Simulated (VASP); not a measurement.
# Y on the Ni site in Ni, part 4 of 4

Wanted: what Y on the Ni site costs in Ni and how the lattice relaxes round it.

VASP 6.6.1, plane waves and PAW; the level of theory is named at each step.

Still holding for the runs below: The magnetic state follows from one typed start and may not be the lowest.

So far. Step 4 (Reference Y): The run ended after 6 ionic steps, 0.030 eV below its first step, once forces and stress met EDIFFG = -0.02. Step 4 (Reference Y): Energy at zero smearing: -13.62052 eV.

## 5. The defect cell

This step: PBEsol, spin-polarised from a ferromagnetic start; plane waves and PAW (Y_sv, Ni) (VASP 6.6.1).

System of this step: YNi31. The cell holds 32 atoms: 1 Y and 31 Ni. Cell: a = 6.914 Å, b = 6.914 Å, c = 6.914 Å, α = 90.0°, β = 90.0°, γ = 90.0°. It derives from Ni. Nearest the centre at fractional (0.500, 0.000, 0.000): Y1 at 0.00 Å, Ni31 at 2.44 Å, Ni18 at 2.44 Å, Ni15 at 2.44 Å, Ni24 at 2.44 Å, Ni23 at 2.44 Å, Ni3 at 2.44 Å, Ni2 at 2.44 Å.

The host is treated as a metal, since its gap is under 0.3 eV or closed. The run keeps 48 symmetry operations, which cuts the number of k-points but bars distortions that break them. The atoms relax at the host's fixed cell.

Input file INCAR:

```
SYSTEM = YNi31
PREC = Normal
ENCUT = 300
EDIFF = 1E-05
NELM = 120
ISMEAR = 1
SIGMA = 0.2
LREAL = Auto
ALGO = Fast
GGA = PS
NBANDS = 192
ISPIN = 2
MAGMOM = 0 1 1 1 1 1 1 1 1 1 1 1 1 1 1 1 1 1 1 1 1 1 1 1 1 1 1 1 1 1 1 1
LASPH = .TRUE.
LMAXMIX = 4
LORBIT = 11
LWAVE = .FALSE.
LCHARG = .TRUE.
KPAR = 4
NCORE = 2
IBRION = 2
NSW = 50
ISIF = 2
EDIFFG = -0.03
POTIM = 0.4
MAXMIX = 40
ISYM = 2
```

Input file POSCAR:

```
YNi31
1.0
    6.9143099468      0.0000000000      0.0000000000
    0.0000000000      6.9143099468      0.0000000000
    0.0000000000      0.0000000000      6.9143099468
Y Ni
1 31
Direct
    0.5000000000      0.0000000000      0.0000000000
    0.7500000000      0.2500000000      0.0000000000
    0.7500000000      0.0000000000      0.2500000000
    0.0000000000      0.0000000000      0.0000000000
    0.2500000000      0.2500000000      0.0000000000
    0.5000000000      0.5000000000      0.0000000000
    0.7500000000      0.7500000000      0.0000000000
    0.2500000000      0.0000000000      0.2500000000
    0.5000000000      0.2500000000      0.2500000000
    0.7500000000      0.5000000000      0.2500000000
    0.5000000000      0.0000000000      0.5000000000
    0.7500000000      0.2500000000      0.5000000000
    0.7500000000      0.0000000000      0.7500000000
    0.0000000000      0.5000000000      0.0000000000
    0.2500000000      0.7500000000      0.0000000000
    0.0000000000      0.2500000000      0.2500000000
    0.2500000000      0.5000000000      0.2500000000
    0.5000000000      0.7500000000      0.2500000000
    0.0000000000      0.0000000000      0.5000000000
    0.2500000000      0.2500000000      0.5000000000
    0.5000000000      0.5000000000      0.5000000000
    0.7500000000      0.7500000000      0.5000000000
    0.2500000000      0.0000000000      0.7500000000
    0.5000000000      0.2500000000      0.7500000000
    0.7500000000      0.5000000000      0.7500000000
    0.0000000000      0.7500000000      0.2500000000
    0.0000000000      0.5000000000      0.5000000000
    0.2500000000      0.7500000000      0.5000000000
    0.0000000000      0.2500000000      0.7500000000
    0.2500000000      0.5000000000      0.7500000000
    0.5000000000      0.7500000000      0.7500000000
    0.0000000000      0.7500000000      0.7500000000
```

Input file KPOINTS:

```
Automatic mesh
0
Monkhorst-Pack
5 5 5
0 0 0
```

Potentials, in the order of the species: Y_sv and Ni (PBE family, release 64).

Started as:

```sh
> mpirun -np 8 vasp_std
```

The log of the run:

```text
[banner, memory and clock lines left out]
running    8 mpi-ranks, on    1 nodes
 distrk:  each k-point on    2 cores,    4 groups
 distr:  one band on    2 cores,    1 groups

 POSCAR found type information on POSCAR Y Ni
 POSCAR found :  2 types and      32 ions
 [... a notice as in an earlier step ...]

 LDA part: xc-table for (Slater+PW92), standard interpolation
 POSCAR, INCAR and KPOINTS ok, starting setup
 FFT: planning ... GRIDC
 FFT: planning ... GRID_SOFT
 FFT: planning ... GRID
 WAVECAR not read
 entering main loop
       N       E                     dE             d eps       ncg     rms          rms(c)
DAV:   1     0.221678832449E+04    0.22168E+04   -0.92384E+04  7680   0.160E+03
DAV:   2     0.311756835003E+02   -0.21856E+04   -0.21058E+04  7680   0.401E+02
DAV:   3    -0.219673688129E+03   -0.25085E+03   -0.21446E+03  7888   0.160E+02
DAV:   4    -0.235569389172E+03   -0.15896E+02   -0.15337E+02 10744   0.384E+01
DAV:   5    -0.236192160043E+03   -0.62277E+00   -0.61986E+00 10832   0.649E+00    0.128E+02
RMM:   6    -0.267271869145E+03   -0.31080E+02   -0.54112E+02  7735   0.976E+01    0.936E+01
RMM:   7    -0.272358034079E+03   -0.50862E+01   -0.38366E+02  7694   0.760E+01    0.941E+01
RMM:   8    -0.243666013427E+03    0.28692E+02   -0.10288E+02  7704   0.456E+01    0.106E+02
RMM:   9    -0.200911705392E+03    0.42754E+02   -0.39951E+01  7700   0.265E+01    0.358E+01
RMM:  10    -0.209251013361E+03   -0.83393E+01   -0.25137E+01  7854   0.187E+01    0.633E+01
RMM:  11    -0.201668527280E+03    0.75825E+01   -0.25519E+01  7793   0.190E+01    0.312E+01
RMM:  12    -0.198043610370E+03    0.36249E+01   -0.60456E+00  7733   0.943E+00    0.228E+01
RMM:  13    -0.196924127921E+03    0.11195E+01   -0.29195E+00  7718   0.698E+00    0.195E+01
RMM:  14    -0.195960303259E+03    0.96382E+00   -0.81041E-01  7787   0.380E+00    0.120E+01
RMM:  15    -0.195753342487E+03    0.20696E+00   -0.42485E-01  7880   0.181E+00    0.852E+00
RMM:  16    -0.195555071746E+03    0.19827E+00   -0.66316E-01  8638   0.198E+00    0.547E+00
RMM:  17    -0.195604511059E+03   -0.49439E-01   -0.11582E-01  7968   0.129E+00    0.432E+00
RMM:  18    -0.195577484671E+03    0.27026E-01   -0.86322E-02  7946   0.995E-01    0.181E+00
RMM:  19    -0.195574397253E+03    0.30874E-02   -0.23414E-02  8387   0.385E-01    0.152E+00
RMM:  20    -0.195570336660E+03    0.40606E-02   -0.58543E-03  8527   0.234E-01    0.868E-01
RMM:  21    -0.195570316958E+03    0.19702E-04   -0.35876E-03  8425   0.167E-01    0.655E-01
RMM:  22    -0.195570654563E+03   -0.33760E-03   -0.15781E-03  8385   0.124E-01    0.371E-01
RMM:  23    -0.195570545781E+03    0.10878E-03   -0.10598E-03  8712   0.852E-02    0.178E-01
RMM:  24    -0.195570488272E+03    0.57509E-04   -0.35416E-04  8471   0.520E-02    0.102E-01
RMM:  25    -0.195570551112E+03   -0.62840E-04   -0.12493E-04  8332   0.351E-02    0.497E-02
RMM:  26    -0.195570551572E+03   -0.45914E-06   -0.37506E-05  5609   0.169E-02
   1 F= -.19557055E+03 E0= -.19554541E+03  d E =-.195571E+03  mag=    16.3361
 curvature:   0.00 expect dE= 0.000E+00 dE for cont linesearch  0.000E+00
 trial: gam= 0.00000 g(F)=  0.119E+01 g(S)=  0.000E+00 ort = 0.000E+00 (trialstep = 0.100E+01)
 search vector abs. value=  0.119E+01
 bond charge predicted
       N       E                     dE             d eps       ncg     rms          rms(c)
DAV:   1    -0.196179815142E+03   -0.60926E+00   -0.20839E+02  7688   0.335E+01    0.107E+01
RMM:   2    -0.196760463040E+03   -0.58065E+00   -0.36168E+00  7706   0.848E+00    0.992E+00
RMM:   3    -0.196435889915E+03    0.32457E+00   -0.80240E-01  7772   0.370E+00    0.432E+00
RMM:   4    -0.196398249462E+03    0.37640E-01   -0.28897E-01  7776   0.170E+00    0.441E+00
RMM:   5    -0.196380140827E+03    0.18109E-01   -0.16446E-01  7754   0.172E+00    0.226E+00
RMM:   6    -0.196373367186E+03    0.67736E-02   -0.21239E-02  8234   0.495E-01    0.167E+00
RMM:   7    -0.196365747673E+03    0.76195E-02   -0.82323E-03  7965   0.340E-01    0.694E-01
RMM:   8    -0.196365514468E+03    0.23320E-03   -0.58804E-03  8156   0.229E-01    0.378E-01
RMM:   9    -0.196365404121E+03    0.11035E-03   -0.15031E-03  9216   0.113E-01    0.262E-01
RMM:  10    -0.196365306209E+03    0.97912E-04   -0.41769E-04  9115   0.601E-02    0.110E-01
RMM:  11    -0.196365332508E+03   -0.26299E-04   -0.17366E-04  8318   0.404E-02    0.651E-02
RMM:  12    -0.196365350002E+03   -0.17494E-04   -0.75857E-05  7694   0.222E-02    0.540E-02
RMM:  13    -0.196365346815E+03    0.31866E-05   -0.20381E-05  4545   0.130E-02
   2 F= -.19636535E+03 E0= -.19633654E+03  d E =-.794795E+00  mag=    16.4970
[...]
3 F= -.19647787E+03 E0= -.19644796E+03  d E =-.907322E+00  mag=    16.5635
[...]
4 F= -.19650087E+03 E0= -.19647143E+03  d E =-.229929E-01  mag=    16.5687
 trial-energy change:   -0.022993  1 .order   -0.022403   -0.032846   -0.011959
 step:   1.6223(harm=  1.7485)  dis= 0.01123  next Energy=  -196.503668 (dE=-0.258E-01)
 bond charge predicted
       N       E                     dE             d eps       ncg     rms          rms(c)
DAV:   1    -0.196502875331E+03   -0.20155E-02   -0.13412E+00  7840   0.266E+00    0.338E-01
RMM:   2    -0.196504080580E+03   -0.12052E-02   -0.13717E-02  7676   0.576E-01    0.366E-02
RMM:   3    -0.196504273361E+03   -0.19278E-03   -0.17653E-03  7784   0.135E-01    0.162E-02
RMM:   4    -0.196504299750E+03   -0.26389E-04   -0.26096E-04  8518   0.572E-02    0.900E-03
RMM:   5    -0.196504306325E+03   -0.65749E-05   -0.70393E-05  6840   0.242E-02
   5 F= -.19650431E+03 E0= -.19647512E+03  d E =-.264330E-01  mag=    16.5704
 curvature:  -0.86 expect dE=-0.863E-04 dE for cont linesearch -0.862E-04
 trial: gam=-0.05343 g(F)=  0.999E-04 g(S)=  0.000E+00 ort = 0.174E-02 (trialstep = 0.121E+01)
 search vector abs. value=  0.555E-06
 reached required accuracy - stopping structural energy minimisation
```

It took 2.5 min on 8 MPI ranks of AMD EPYC 9R45, shared host; peak memory 2.7 GiB; 18 min of CPU time.

From OUTCAR (step 5):

```text
   NELECT =     321.0000    total number of electrons

 E-fermi :  10.0342

 spin component 1
 k-point     1 :       0.0000    0.0000    0.0000
  band No.  band energies     occupation
    ...
    166       9.6873      1.01709
    167       9.7066      1.02133
    168       9.9483      0.82893
    169       9.9483      0.82893
    170       9.9483      0.82893
    171      10.7067     -0.00001
    172      10.7067     -0.00001
    173      10.7137     -0.00001
    174      10.7137     -0.00001
    175      10.7137     -0.00001
    ...

 k-point     2 :       0.2000    0.0000    0.0000
  band No.  band energies     occupation
    ...
    162       9.6127      1.00557
    163       9.6209      1.00641
    164       9.6261      1.00700
    165       9.6889      1.01742
    166       9.6931      1.01832
    167      10.1038      0.22423
    168      10.1377      0.12021
    169      10.2621     -0.03421
    170      10.2833     -0.03539
    171      10.2833     -0.03539
    ...

  Total       19.2992492     19.2992492     19.2992492      0.0000000     -0.0000000     -0.0000000
  in kB       93.5415293     93.5415293     93.5415293      0.0000000     -0.0000000     -0.0000000
  external PRESSURE =      93.5415293 kB  Pullay stress =       0.0000000 kB

 POSITION                                       TOTAL-FORCE (eV/Angst)
 -----------------------------------------------------------------------------------
      3.45715      0.00000      0.00000         0.000000     -0.000000     -0.000000
      5.25562      1.79847      0.00000         0.001748      0.001748     -0.000000
      5.25562      0.00000      1.79847         0.001748     -0.000000      0.001748
      0.00000      0.00000      0.00000         0.000000     -0.000000     -0.000000
      1.65869      1.79847      0.00000        -0.001748      0.001748     -0.000000
      3.45715      3.45715      0.00000         0.000000     -0.000000     -0.000000
      5.25562      5.11584      0.00000         0.001748     -0.001748     -0.000000
      1.65869      0.00000      1.79847        -0.001748     -0.000000      0.001748
      3.45715      1.79847      1.79847         0.000000      0.001748      0.001748
      5.19819      3.45715      1.74104         0.010236     -0.000000      0.010236
      3.45715      0.00000      3.45715         0.000000     -0.000000     -0.000000
      5.19819      1.74104      3.45715         0.010236      0.010236     -0.000000
      5.25562      0.00000      5.11584         0.001748     -0.000000     -0.001748
      0.00000      3.45715      0.00000         0.000000     -0.000000     -0.000000
      1.65869      5.11584      0.00000        -0.001748     -0.001748     -0.000000
      0.00000      1.74104      1.74104         0.000000      0.010236      0.010236
      1.71612      3.45715      1.74104        -0.010236     -0.000000      0.010236
      3.45715      5.11584      1.79847         0.000000     -0.001748      0.001748
      0.00000      0.00000      3.45715         0.000000     -0.000000     -0.000000
      1.71612      1.74104      3.45715        -0.010236      0.010236     -0.000000
      3.45715      3.45715      3.45715         0.000000     -0.000000     -0.000000
      5.19819      5.17327      3.45715         0.010236     -0.010236     -0.000000
      1.65869      0.00000      5.11584        -0.001748     -0.000000     -0.001748
      3.45715      1.79847      5.11584         0.000000      0.001748     -0.001748
[...]
-----------------------------------------------------------------------------------
    total drift:                                0.000000      0.000000      0.000000

  FREE ENERGIE OF THE ION-ELECTRON SYSTEM (eV)
  ---------------------------------------------------
  free  energy   TOTEN  =      -196.5043063249 eV

  energy  without entropy=     -196.4167335814  energy(sigma->0) =     -196.47511541

 magnetization (x)
# of ion       s       p       d       f       tot
--------------------------------------------------
    1       -0.011  -0.026  -0.104  -0.005  -0.146
    2       -0.005  -0.022   0.509   0.000   0.482
    3       -0.005  -0.022   0.509   0.000   0.482
    4       -0.004  -0.020   0.542   0.000   0.518
    5       -0.005  -0.022   0.509   0.000   0.482
    6       -0.004  -0.020   0.542   0.000   0.518
    7       -0.005  -0.022   0.509   0.000   0.482
    8       -0.005  -0.022   0.509   0.000   0.482
    9       -0.005  -0.022   0.509   0.000   0.482
   10       -0.006  -0.021   0.615   0.000   0.588
   11       -0.004  -0.020   0.542   0.000   0.518
   12       -0.006  -0.021   0.615   0.000   0.588
   13       -0.005  -0.022   0.509   0.000   0.482
   14       -0.005  -0.022   0.624   0.000   0.597
   15       -0.005  -0.022   0.509   0.000   0.482
   16       -0.006  -0.021   0.615   0.000   0.588
   17       -0.006  -0.021   0.615   0.000   0.588
   18       -0.005  -0.022   0.509   0.000   0.482
   19       -0.005  -0.022   0.624   0.000   0.597
   20       -0.006  -0.021   0.615   0.000   0.588
   21       -0.005  -0.022   0.624   0.000   0.597
   22       -0.006  -0.021   0.615   0.000   0.588
   23       -0.005  -0.022   0.509   0.000   0.482
[...]
--------------------------------------------------
tot         -0.170  -0.685  17.529  -0.005  16.669

[... 7 parts as in an earlier step ...]

[... 16 further parts left out ...]
```

The steps of the relaxation:

| step | energy less that of the first step (eV) | largest force (eV/Å) |
| --- | --- | --- |
| 1 | 0.0000 | 1.6057 |
| 2 | -0.7948 | 0.5451 |
| 3 | -0.9073 | 0.2528 |
| 4 | -0.9303 | 0.0917 |
| 5 | -0.9338 | 0.0145 |

The atoms that moved most (Å):

| atom | dx | dy | dz | length |
| --- | --- | --- | --- | --- |
| Ni2 | 0.070 | 0.070 | 0.000 | 0.099 |
| Ni3 | 0.070 | 0.000 | 0.070 | 0.099 |
| Ni7 | 0.070 | -0.070 | 0.000 | 0.099 |
| Ni9 | 0.000 | 0.070 | 0.070 | 0.099 |
| Ni13 | 0.070 | 0.000 | -0.070 | 0.099 |
| Ni31 | 0.000 | -0.070 | -0.070 | 0.099 |
| Ni24 | 0.000 | 0.070 | -0.070 | 0.099 |
| Ni18 | 0.000 | -0.070 | 0.070 | 0.099 |

Final coordinates:

```xyz
32
Lattice="6.9143 0.0000 0.0000 0.0000 6.9143 0.0000 0.0000 0.0000 6.9143" Properties=species:S:1:pos:R:3 pbc="T T T"
Y     3.4572    0.0000    0.0000
Ni    5.2556    1.7985    0.0000
Ni    5.2556    0.0000    1.7985
Ni    0.0000    0.0000    0.0000
Ni    1.6587    1.7985    0.0000
Ni    3.4572    3.4572    0.0000
Ni    5.2556    5.1158    0.0000
Ni    1.6587    0.0000    1.7985
Ni    3.4572    1.7985    1.7985
Ni    5.1982    3.4572    1.7410
Ni    3.4572    0.0000    3.4572
Ni    5.1982    1.7410    3.4572
Ni    5.2556    0.0000    5.1158
Ni    0.0000    3.4572    0.0000
Ni    1.6587    5.1158    0.0000
Ni    0.0000    1.7410    1.7410
Ni    1.7161    3.4572    1.7410
Ni    3.4572    5.1158    1.7985
Ni    0.0000    0.0000    3.4572
Ni    1.7161    1.7410    3.4572
Ni    3.4572    3.4572    3.4572
Ni    5.1982    5.1733    3.4572
Ni    1.6587    0.0000    5.1158
Ni    3.4572    1.7985    5.1158
Ni    5.1982    3.4572    5.1733
Ni    0.0000    5.1733    1.7410
Ni    0.0000    3.4572    3.4572
Ni    1.7161    5.1733    3.4572
Ni    0.0000    1.7410    5.1733
Ni    1.7161    3.4572    5.1733
Ni    3.4572    5.1158    5.1158
Ni    0.0000    5.1733    5.1733
```

This step gave:

| Quantity | Value |
| --- | --- |
| electronic cycles | 60 |
| electrons | 321 |
| free energy (TOTEN) | -196.5043 eV |
| energy at zero smearing | -196.4751 eV |
| Fermi energy | 10.03 eV |
| moment of the cell, from the last line of the log | 16.57 μB |

Spin moment in the PAW sphere by element, in μB:

```csv
element,atoms,mean,spread (r.m.s.),least,largest
Y,1,-0.146,0.000,-0.146,-0.146
Ni,31,0.542,0.053,0.482,0.620
```

The atoms nearest the centre:

| atom | distance (Å) | spin moment in the PAW sphere (μB) |
| --- | --- | --- |
| Y1 | 0.00 | -0.146 |
| Ni2 | 2.54 | 0.482 |
| Ni3 | 2.54 | 0.482 |
| Ni5 | 2.54 | 0.482 |
| Ni8 | 2.54 | 0.482 |
| Ni7 | 2.54 | 0.482 |
| Ni13 | 2.54 | 0.482 |
| Ni9 | 2.54 | 0.482 |
| Ni15 | 2.54 | 0.482 |
| Ni23 | 2.54 | 0.482 |
| Ni24 | 2.54 | 0.482 |
| Ni18 | 2.54 | 0.482 |
| Ni31 | 2.54 | 0.482 |
| Ni4 | 3.46 | 0.518 |

Spin density in the ac plane at fractional y = 0.000, through the centre, with atoms of Y and Ni within 0.45 Å of it.

Ten even steps from '_' (0.0 e/Å³) to '@' (1.0 e/Å³), each cell a mean:
```
**--______________________________..++
..__________________________________..
______________________________________
______..----______________..----..____
______--%%**..____________--%%**..____
______::++++..____________--**==..____
________....________________..________
....____________......______________..
%%--____________--**++..__________..**
@@==____________--%%**..__________..##
==::____________..----..__________..--
______________________________________
______..----______________..--::______
______--##**..____________--%%++..____
______::**++..____________::**==..____
________....________________....______
______________________________________
==::________________________________--
@@--______________________________..**
```
Columns run along a (6.9 Å), rows up along c (6.9 Å). Atoms in or near the plane, at fractional coordinates: Y at (0.50, 0.00), Ni at (0.76, 0.26), Ni at (0.00, 0.00), Ni at (0.24, 0.26), Ni at (0.50, 0.50), Ni at (0.76, 0.74), Ni at (0.00, 0.50), Ni at (0.24, 0.74).

Valence density in the ac plane at fractional y = 0.000, through the centre, with atoms of Y and Ni within 0.45 Å of it. It is the smooth field of the valence electrons, not physical close to the nuclei.

Ten even steps from '0' (0 e/Å³) to '9' (12 e/Å³), each cell a mean:
```
7300000023310000015
1000000011100000001
0000000000000000000
0001441000000243000
0003982000000497100
0002651000000375100
0000110000000011000
2000000001100000001
7300000037510000015
9400000049710000017
4100000014300000003
0000000000000000000
0001330000000142000
0003982000000497100
0003761000000375100
0000210000000021000
0000000000000000000
4100000012210000003
9400000024310000017
```
Columns run along a (6.9 Å), rows up along c (6.9 Å). Atoms in or near the plane, at fractional coordinates: Y at (0.50, 0.00), Ni at (0.76, 0.26), Ni at (0.00, 0.00), Ni at (0.24, 0.26), Ni at (0.50, 0.50), Ni at (0.76, 0.74), Ni at (0.00, 0.50), Ni at (0.24, 0.74).

The run ended after 5 ionic steps, 0.934 eV below its first step, once the forces on the free atoms met EDIFFG = -0.03.

The 12 first neighbours (Ni) lie 2.44 Å from the site in the perfect crystal and 2.54 Å on average from the atom on it after the relaxation (+4.0 %).

## 6. Putting the energies together

This step: point defect, PBEsol; plane waves and PAW (VASP 6.6.1).

Derived from the runs above.

Numbers from this step:

```yaml
formation_energy_of_the_neutral_defect: 0.8549 eV
```

Formation energy:

```csv
formation energy (eV),largest move (Å)
0.8549,0.09884
```

E_f is E(defect cell) less E(perfect cell), corrected for the atoms exchanged with their references.

References, in eV an atom: Y -6.810 (crystal P6_3/mmc) and Ni -6.146 (the host). They were run at the supercell's cutoff and functional, without U, and count both elements from their own phases.

## 7. Summary of results

* formation energy at charge 0: 0.855 eV

What this shows: Y on the Ni site costs 0.85 eV, with every exchanged atom at the energy of its element. The 12 first neighbours (Ni) lie 2.44 Å from the site in the perfect crystal and 2.54 Å on average from the atom on it after the relaxation (+4.0 %). With metallic smearing the value can move by tenths of an eV with the k mesh. The supercell of 32 atoms is small, so interactions between images remain.

[Lines on the potential files, build, host, timing and source positions are cut from VASP's logs without a mark.]

[Logs are printed without paths, hosts, clocks, repeated set-up lines and the standing remarks that a program may print on its own settings, such as how far it seeks lower states.]

[Hosts, paths, dates, database ids (printed as entryN), source tags and the programs' standing remarks are cut or masked in the printed files.]

[In band tables of VASP the shares of atoms and orbitals are scaled to a sum of 1 inside the atoms' spheres.]

[Runs that stopped without an error message from VASP are left out.]
